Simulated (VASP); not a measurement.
Energy against volume of Al3Sc (L1_2). Calculation: MS2 meta-GGA, VASP's PBE PAW potentials (set 64) (plane waves; VASP). Run with 520 eV cut-off, 8×8×8 Γ-centred mesh, first-order Methfessel-Paxton smearing of 0.10 eV, potentials Sc_sv Al.

| V (Å³/atom) | E (eV/atom) |
|---|---|
| 16.025 | -8.99159 |
| 16.536 | -9.00697 |
| 17.047 | -9.01195 |
| 17.559 | -9.00791 |

### Question
Fit these four points and predict the energy of the run at 18.070 Å³/atom.

### Answer
A cubic in V^(−2/3), the third-order Birch-Murnaghan form, passes through the four points with V0 = 17.06 Å³/atom and B0 = 94 GPa, and gives -8.9961 eV/atom there. The run gave -8.9965 eV/atom, -0.4 meV/atom from the fit; all five points give B0 = 92 GPa.

The compound is Al3Sc in the L1_2 structure. It was relaxed first.
